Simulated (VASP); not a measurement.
# How k-mesh and plane-wave cutoff change a VASP run on Bi2Te3 (Tellurobismuthite)

A convergence test on Bi2Te3 (Tellurobismuthite): the k-mesh and plane-wave cutoff. The series runs use PBE. The k-mesh tried: 2 2 2; 3 3 3; 4 4 4; 5 5 5; 7 7 7; 9 9 9; 11 11 11. The plane-wave cutoff tried: ENCUT = 150; ENCUT = 180; ENCUT = 220; ENCUT = 240; ENCUT = 280; ENCUT = 320; ENCUT = 390; ENCUT = 490. The start is a cell from a database of measured crystal structures.

Program: VASP 6.6.1. Level of theory: PBE; plane waves and PAW (Bi_d, Te). Results are calculated unless marked as measured.

This is a report of a sequence of runs, with most program output left out.

**1. Starting point**

The structure is trigonal, space group R-3m (No. 166). Conventional cell: a = 4.386 Å, b = 4.386 Å, c = 30.497 Å, α = 90.00°, β = 90.00°, γ = 120.00°. Bi has 6 Te at 3.07 to 3.25 Å nearest. Nearest to Te lie 6 Bi at 3.25 Å. Te has 3 Bi at 3.07 Å nearest. Farther neighbours and most contacts between anions are not listed.

**2. K-mesh: 2 2 2**

The sum over the zone converges with the mesh, fast for insulators and slowly for metals. PBE, the usual starting point, adds the gradient of the density.

The input, INCAR:

```
SYSTEM = Bi2Te3
PREC = Accurate
ENCUT = 400
EDIFF = 1E-06
NELM = 100
ISMEAR = -1
SIGMA = 0.05
LREAL = .FALSE.
ALGO = Normal
GGA = PE
NBANDS = 30
LORBIT = 11
LWAVE = .FALSE.
LCHARG = .FALSE.
NCORE = 4
ISIF = 2
```

The input, POSCAR:

```
Bi2Te3
1.0
   -4.3860000000      0.0000000000      0.0000000000
    2.1930000000     -3.7983874210      0.0000000000
    2.1930000000      1.2661291403     10.1656666667
Bi Te
2 3
Direct
    0.8000000000      0.4000000000      0.2000000000
    0.2000000000      0.6000000000      0.8000000000
    0.0000000000      0.0000000000      0.0000000000
    0.4190000000      0.2095000000      0.6285000000
    0.5810000000      0.7905000000      0.3715000000
```

The input, KPOINTS:

```
Automatic mesh
0
Gamma
2 2 2
0 0 0
```

PAW data sets: Bi_d and Te (PBE family, release 64).

Launch:

```bash
$ mpirun -np 4 vasp_std
```

Run time: 5.4 s. Hardware: 4 MPI ranks of Intel Xeon Platinum 8259CL at 2.50GHz (Skylake/Cascade Lake), shared host; peak memory 0.53 GiB; 17 s of CPU time.

The gap is read on the k-mesh alone, so it is an upper bound where the band edges lie off the mesh. Spin-orbit coupling is off here; with elements this heavy it splits and shifts levels by tenths of an eV or more.

Numbers from this step:

```yaml
scf_cycles: 14
electrons: 48
bands: 30
irreducible_k_points: 4
symmetry_operations: 12
free_energy_toten: -17.10 eV
energy_at_zero_smearing: -17.10 eV
fermi_energy: 6.415 eV
pressure: 4.233 GPa
metallic: no
valence_top_at_k: 0, 0, 0
conduction_bottom_at_k: 0, 0, 0
least_direct_gap_at_k: 0, 0, 0
gap_on_the_k_mesh: 0.2647 eV
least_direct_gap_on_the_k_mesh: 0.2647 eV
```

The series starts at -3.4201 eV an atom and 4.23 GPa, after 14 cycles in 5.4 s.

**3. K-mesh: 3 3 3**

INCAR, as its differences from that of step 2:

```diff
@@ -14,3 +14,4 @@
 LCHARG = .FALSE.
-NCORE = 4
+KPAR = 2
+NCORE = 2
 ISIF = 2
```

POSCAR is that of step 2.

The input, KPOINTS:

```
Automatic mesh
0
Gamma
3 3 3
0 0 0
```

Launch:

```bash
$ mpirun -np 4 vasp_std
```

The job ended after 10 s (4 MPI ranks; peak memory 0.68 GiB).

Against the run before the energy moves by -237.17 meV an atom and the pressure by -2.26 GPa, after 14 cycles in 10 s.

**4. K-mesh: 4 4 4**

INCAR, as its differences from that of step 3:

```diff
@@ -14,4 +14,3 @@
 LCHARG = .FALSE.
-KPAR = 2
-NCORE = 2
+KPAR = 4
 ISIF = 2
```

POSCAR is that of step 3.

The input, KPOINTS:

```
Automatic mesh
0
Gamma
4 4 4
0 0 0
```

Launch:

```bash
$ mpirun -np 4 vasp_std
```

Elapsed: 18 s, on 4 MPI ranks; peak memory 0.98 GiB; 64 s of CPU time.

Against the run before the energy moves by -9.85 meV an atom and the pressure by -0.15 GPa, after 14 cycles in 18 s.

**5. K-mesh: 5 5 5**

INCAR is that of step 4.

POSCAR is that of step 4.

The input, KPOINTS:

```
Automatic mesh
0
Gamma
5 5 5
0 0 0
```

Launch:

```bash
$ mpirun -np 4 vasp_std
```

The job ended after 22 s (4 MPI ranks; peak memory 1 GiB).

Against the run before the energy moves by +0.21 meV an atom and the pressure by +0.03 GPa, after 14 cycles in 22 s.

**6. K-mesh: 7 7 7**

INCAR is that of step 5.

POSCAR is that of step 5.

The input, KPOINTS:

```
Automatic mesh
0
Gamma
7 7 7
0 0 0
```

Launch:

```bash
$ mpirun -np 4 vasp_std
```

Elapsed: 43 s, on 4 MPI ranks; peak memory 1.2 GiB; 2.6 min of CPU time.

Against the run before the energy moves by +0.14 meV an atom and the pressure by +0.02 GPa, after 14 cycles in 43 s.

**7. K-mesh: 9 9 9**

INCAR is that of step 6.

POSCAR is that of step 6.

The input, KPOINTS:

```
Automatic mesh
0
Gamma
9 9 9
0 0 0
```

Launch:

```bash
$ mpirun -np 4 vasp_std
```

Elapsed: 75 s, on 4 MPI ranks; peak memory 1.6 GiB; 4.6 min of CPU time.

Against the run before the energy moves by -0.11 meV an atom while the pressure stays within 0.01 GPa, after 14 cycles in 75 s.

**8. K-mesh: 11 11 11**

INCAR is that of step 7.

POSCAR is that of step 7.

The input, KPOINTS:

```
Automatic mesh
0
Gamma
11 11 11
0 0 0
```

Launch:

```bash
$ mpirun -np 4 vasp_std
```

Elapsed: 2.1 min, on 4 MPI ranks; peak memory 2.1 GiB.

Against the run before the energy moves by +0.11 meV an atom while the pressure stays within 0.01 GPa, after 14 cycles in 2.1 min.

**9. The k-mesh series as a table**

This step: convergence of PBE results with the mesh; plane waves and PAW (VASP 6.6.1).

This step runs nothing: it gathers the runs above.

Differences are taken from the run with 11 11 11. Results of the series, by row:

| setting | status | energy less the reference (meV/atom) | pressure (GPa) | largest force difference (meV/Å) | gap (eV) | SCF cycles | wall time (s) |
| --- | --- | --- | --- | --- | --- | --- | --- |
| 2 2 2 | converged | 246.7 | 4.233 | 658.9 | 0.2647 | 14 | 5.4 |
| 3 3 3 | converged | 9.488 | 1.971 | 107.7 | 0.2981 | 14 | 10.2 |
| 4 4 4 | converged | -0.3574 | 1.822 | 27.2 | 0.2859 | 14 | 17.8 |
| 5 5 5 | converged | -0.1439 | 1.85 | 26.5 | 0.2829 | 14 | 22 |
| 7 7 7 | converged | -0.004266 | 1.867 | 8.588 | 0.2788 | 14 | 43 |
| 9 9 9 | converged | -0.1122 | 1.865 | 1.9 | 0.2772 | 14 | 75 |
| 11 11 11 | converged | 0 | 1.865 | 0 | 0.2765 | 14 | 127.1 |

**10. Plane-wave cutoff: ENCUT = 150**

This step: PBE; plane waves and PAW (Bi_d, Te) (VASP 6.6.1).

The basis grows with ENCUT, and energy and stress both move with it.

INCAR, as its differences from that of step 8:

```diff
@@ -2,3 +2,3 @@
 PREC = Accurate
-ENCUT = 400
+ENCUT = 150
 EDIFF = 1E-06
```

POSCAR is that of step 8.

The input, KPOINTS:

```
Automatic mesh
0
Gamma
5 5 5
0 0 0
```

Launch:

```bash
$ mpirun -np 4 vasp_std
```

Wall time 5.4 s (4 MPI ranks); peak memory 0.53 GiB; 17 s of CPU time.

A gap read on the k-mesh alone can miss the band edges.

Numbers from this step:

```
SCF cycles                     : 15
irreducible k-points           : 19
free energy (TOTEN)            : -6.264 eV
energy at zero smearing        : -6.264 eV
Fermi energy                   : 6.313 eV
pressure                       : -118.6 GPa
gap on the k-mesh              : 0.3100 eV
least direct gap on the k-mesh : 0.3100 eV
```

The series starts at -1.2529 eV an atom and -118.64 GPa, after 15 cycles in 5.4 s.

**11. Plane-wave cutoff: ENCUT = 180**

INCAR, as its differences from that of step 10:

```diff
@@ -2,3 +2,3 @@
 PREC = Accurate
-ENCUT = 150
+ENCUT = 180
 EDIFF = 1E-06
```

POSCAR is that of step 10.

KPOINTS is that of step 10.

Launch:

```bash
$ mpirun -np 4 vasp_std
```

It took 6.2 s on 4 MPI ranks; peak memory 0.58 GiB.

Against the run before the energy moves by -2129.27 meV an atom and the pressure by +92.42 GPa, after 14 cycles in 6.2 s.

**12. Plane-wave cutoff: ENCUT = 220**

INCAR, as its differences from that of step 11:

```diff
@@ -2,3 +2,3 @@
 PREC = Accurate
-ENCUT = 180
+ENCUT = 220
 EDIFF = 1E-06
```

POSCAR is that of step 11.

KPOINTS is that of step 11.

Launch:

```bash
$ mpirun -np 4 vasp_std
```

Wall time 8.4 s (4 MPI ranks); peak memory 0.69 GiB; 29 s of CPU time.

Against the run before the energy moves by -271.46 meV an atom and the pressure by +25.40 GPa, after 14 cycles in 8.4 s.

**13. Plane-wave cutoff: ENCUT = 240**

INCAR, as its differences from that of step 12:

```diff
@@ -2,3 +2,3 @@
 PREC = Accurate
-ENCUT = 220
+ENCUT = 240
 EDIFF = 1E-06
```

POSCAR is that of step 12.

KPOINTS is that of step 12.

Launch:

```bash
$ mpirun -np 4 vasp_std
```

Run time: 8.4 s. Hardware: 4 MPI ranks; peak memory 0.71 GiB.

Against the run before the energy moves by -11.39 meV an atom and the pressure by +2.22 GPa, after 14 cycles in 8.4 s.

**14. Plane-wave cutoff: ENCUT = 280**

INCAR, as its differences from that of step 13:

```diff
@@ -2,3 +2,3 @@
 PREC = Accurate
-ENCUT = 240
+ENCUT = 280
 EDIFF = 1E-06
```

POSCAR is that of step 13.

KPOINTS is that of step 13.

Launch:

```bash
$ mpirun -np 4 vasp_std
```

Run time: 9.6 s. Hardware: 4 MPI ranks; peak memory 0.74 GiB.

Against the run before the energy moves by -1.08 meV an atom and the pressure by +0.42 GPa, after 14 cycles in 9.6 s.

**15. Plane-wave cutoff: ENCUT = 320**

INCAR, as its differences from that of step 14:

```diff
@@ -2,3 +2,3 @@
 PREC = Accurate
-ENCUT = 280
+ENCUT = 320
 EDIFF = 1E-06
```

POSCAR is that of step 14.

KPOINTS is that of step 14.

Launch:

```bash
$ mpirun -np 4 vasp_std
```

Wall time 15 s (4 MPI ranks); peak memory 0.88 GiB.

Against the run before the energy moves by +0.03 meV an atom and the pressure by -0.20 GPa, after 14 cycles in 15 s.

**16. Plane-wave cutoff: ENCUT = 390**

INCAR, as its differences from that of step 15:

```diff
@@ -2,3 +2,3 @@
 PREC = Accurate
-ENCUT = 320
+ENCUT = 390
 EDIFF = 1E-06
```

POSCAR is that of step 15.

KPOINTS is that of step 15.

Launch:

```bash
$ mpirun -np 4 vasp_std
```

It took 17 s on 4 MPI ranks; peak memory 0.97 GiB.

Against the run before the energy moves by -0.74 meV an atom and the pressure by +0.20 GPa, after 14 cycles in 17 s.

**17. Plane-wave cutoff: ENCUT = 490**

INCAR, as its differences from that of step 16:

```diff
@@ -2,3 +2,3 @@
 PREC = Accurate
-ENCUT = 390
+ENCUT = 490
 EDIFF = 1E-06
```

POSCAR is that of step 16.

KPOINTS is that of step 16.

Launch:

```bash
$ mpirun -np 4 vasp_std
```

Elapsed: 23 s, on 4 MPI ranks; peak memory 1.2 GiB.

Against the run before the energy moves by -0.27 meV an atom and the pressure by +0.06 GPa, after 14 cycles in 23 s.

**18. The plane-wave cutoff series as a table**

This step: convergence of PBE results with the cutoff; plane waves and PAW (VASP 6.6.1).

This step runs nothing: it gathers the runs above.

Differences are taken from the run with ENCUT = 490. Results of the series, by row:

| setting | status | energy less the reference (meV/atom) | pressure (GPa) | largest force difference (meV/Å) | gap (eV) | SCF cycles | wall time (s) |
| --- | --- | --- | --- | --- | --- | --- | --- |
| ENCUT = 150 | converged | 2414 | -118.6 | 221.2 | 0.31 | 15 | 5.4 |
| ENCUT = 180 | converged | 284.9 | -26.23 | 6.937 | 0.2949 | 14 | 6.2 |
| ENCUT = 220 | converged | 13.45 | -0.8302 | 3.558 | 0.2843 | 14 | 8.4 |
| ENCUT = 240 | converged | 2.054 | 1.393 | 2.201 | 0.2823 | 14 | 8.4 |
| ENCUT = 280 | converged | 0.9744 | 1.818 | 1.149 | 0.2818 | 14 | 9.6 |
| ENCUT = 320 | converged | 1.009 | 1.616 | 0.608 | 0.2824 | 14 | 15.2 |
| ENCUT = 390 | converged | 0.2686 | 1.821 | 0.614 | 0.2829 | 14 | 17.4 |
| ENCUT = 490 | converged | 0 | 1.881 | 0 | 0.283 | 14 | 23 |

**19. What came out**

```yaml
k_mesh_from_which_the_energy_stays_within_10_mev_atom_of_the_reference: 3 3 3
k_mesh_from_which_the_energy_stays_within_1_mev_atom_of_the_reference: 4 4 4
k_mesh_from_which_the_pressure_stays_within_0p2_gpa_of_the_reference: 3 3 3
spread_of_the_pressure_over_the_k_mesh: 2.41 GPa
spread_of_the_energy_over_the_k_mesh: 247 meV/atom
plane_wave_cutoff_from_which_the_energy_stays_within_10_mev_atom_of_the_reference: ENCUT = 240
plane_wave_cutoff_from_which_the_energy_stays_within_1_mev_atom_of_the_reference: ENCUT = 390
plane_wave_cutoff_from_which_the_pressure_stays_within_0p2_gpa_of_the_reference: ENCUT = 390
spread_of_the_pressure_over_the_plane_wave_cutoff: 121 GPa
spread_of_the_energy_over_the_plane_wave_cutoff: 2414 meV/atom
```

**Reading.** From 4 4 4 on, the energy stays within 1 meV an atom of the reference, at 14 % of its time. The pressure holds within 0.2 GPa from 3 3 3 on. The energy swings above and below the reference, since the sum over k-points is not variational. From ENCUT = 390 on, the energy stays within 1 meV an atom of the reference, at 76 % of its time. The pressure holds within 0.2 GPa from ENCUT = 390 on. These cutoffs are 0.6 to 2 times the default of the data sets, about 240 eV; at the default the run is off by +2.1 meV an atom, -0.49 GPa, 2.2 meV/Å in forces, and at 1.3 times by +1.0 meV an atom, -0.27 GPa, 0.6 meV/Å in forces. Energy differences between like cells converge faster than these totals. Differences are taken from the run with 11 11 11, which is itself not the exact limit. The run at 2 2 2 is over 30 meV an atom or 2 GPa off and describes the material poorly. The runs at ENCUT = 150; ENCUT = 180; ENCUT = 220 are over 30 meV an atom or 2 GPa off and describe the material poorly.

[Lines on the potential files, build, host, timing and source positions are cut from VASP's logs without a mark.]

[Logs are printed without paths, hosts, clocks, repeated set-up lines and the standing remarks that a program may print on its own settings, such as how far it seeks lower states.]

[Hosts, paths, dates, database ids (printed as entryN), source tags and the programs' standing remarks are cut or masked in the printed files.]

[A measured line is paired with the nearest computed mode of its activity, which favours agreement.]
